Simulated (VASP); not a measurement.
Given:

```
Li2S
1.0
    0.00000     2.83110     2.84214
    2.94064     0.00000     2.84214
    2.94064     2.83110     0.00000
Li S
2 1
Direct
  0.25000   0.25000   0.25000
  0.75000   0.75000   0.75000
  0.99299   0.00701   0.00701
```

Computed with PBE GGA, VASP's PBE PAW potentials (set 64) (plane waves; VASP). Settings: 520 eV cut-off, 6×6×6 Γ-centred mesh, Gaussian smearing of 0.10 eV, potentials Li_sv S.

Problem. Estimate the energy per atom (σ→0), largest force.

Solution. 
| Quantity | Result |
|---|---|
| energy per atom (σ→0) | -3.994 eV/atom |
| largest force | 0.141 eV/Å |

Only differences to runs with the same potentials and settings are physical.

The compound is Li2S in the antifluorite structure. The cell was not relaxed at this level, atoms are displaced from their ideal sites. The run is one of a series of settings (SIGMA = 0.1 against the base run), some of them coarse on purpose.
